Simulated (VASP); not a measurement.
Here is the system:

```xyz
2
Lattice="2.9750 0.0000 0.0000 0.0000 2.9750 0.0000 0.0000 0.0000 2.9750" Properties=species:S:1:pos:R:3 pbc="T T T"
Al     1.4875     1.4875     1.4875
Ru     0.0000     0.0000     0.0000
```

The numbers are results of PBEsol GGA, VASP's PBE PAW potentials (set 64) (plane waves; VASP 6.6.1), not measurements. Run with 500 eV cut-off, 12×12×12 Γ-centred mesh, first-order Methfessel-Paxton smearing of 0.10 eV, potentials Al Ru_pv.

Energy and stress use the plane-wave basis of the starting cell.

**Question.** The ions, cell shape and volume at an external pressure of 5.0 GPa are relaxed. Give the cell that the relaxation ends in.

**Answer.** 
```xyz
2
Lattice="2.9547 0.0000 0.0000 0.0000 2.9547 0.0000 0.0000 0.0000 2.9547" Properties=species:S:1:pos:R:3 pbc="T T T"
Al     1.4774     1.4774     1.4774
Ru     0.0000     0.0000     0.0000
```
Space group Pm-3m (221), at a tolerance of 0.03 Å.

**Question.** How do energy and volume change from the first to the last step?

**Answer.** The energy (σ→0) changes by +4.2 meV/atom and the volume by -2.0 %, in 3 ionic steps.

The compound is RuAl in the CsCl type structure. This run relaxes it under an external pressure of 5 GPa. Symmetry was kept, so distortions that lower it aren't found. The electron count is odd and the run is not spin-polarised, which forces a metal.
